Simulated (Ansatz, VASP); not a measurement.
## One cell, several codes and potentials: ZrC

System: ZrC (rock salt type, first atom moved by 0.06 Å along [111]), 2 atoms in the cell.

```yaml
crystal:
  lattice:
    - [0.00000, 2.35500, 2.35500]
    - [2.35500, 0.00000, 2.35500]
    - [2.35500, 2.35500, 0.00000]
  atoms:
    - { symbol: Zr, position: [0.00735, 0.00735, 0.00735] }
    - { symbol: C, position: [0.50000, 0.50000, 0.50000] }
```
Lattice in Å, positions in fractions of it.

All runs use HSE06; k-mesh 4×4×4 Γ-centred; Fermi–Dirac smearing of 0.1 eV; no spin polarisation. Exact exchange at q = 0 is regularized (HFRCUT = 0 in VASP). VASP pressures are printed at a fixed basis; Ansatz's pressures include its basis correction. The all-electron reference is a plane-wave run on PAW datasets generated for this crystal and functional, not LAPW.

```csv
run,pressure (GPa),Fx on Zr1 (eV/Å)
"VASP, Zr_sv/C, 520 eV",-2.54,-0.082
"Ansatz with JTH PAW, 990 eV",-2.82,-0.080
"Ansatz hand-made PAW, 820 eV",-2.69,-0.081
"Ansatz PAW soft set 1, 420 eV",-2.69,-0.081
"Ansatz PAW hard set, 700 eV",-2.75,-0.081
"VASP, Zr_sv/C, 680 eV",-2.62,-0.082
```

Q: What does the all-electron calculation give for these quantities?

A: Ansatz all-electron PAW datasets made for this crystal, 340 eV: pressure -2.71 GPa, Fx on Zr1 -0.081 eV/Å. All forces:

```
atom  Fx (eV/Å)  Fy (eV/Å)  Fz (eV/Å)
 Zr1     -0.081     -0.081     -0.081
  C2      0.081      0.081      0.081
```

The k-mesh is coarse, so these values belong to this mesh and can lie far from the converged ones. Potentials made with PBE were used with another functional (at least in: VASP, Zr_sv/C, 520 eV; Ansatz with JTH PAW, 990 eV; Ansatz PAW hard set, 700 eV; VASP, Zr_sv/C, 680 eV).
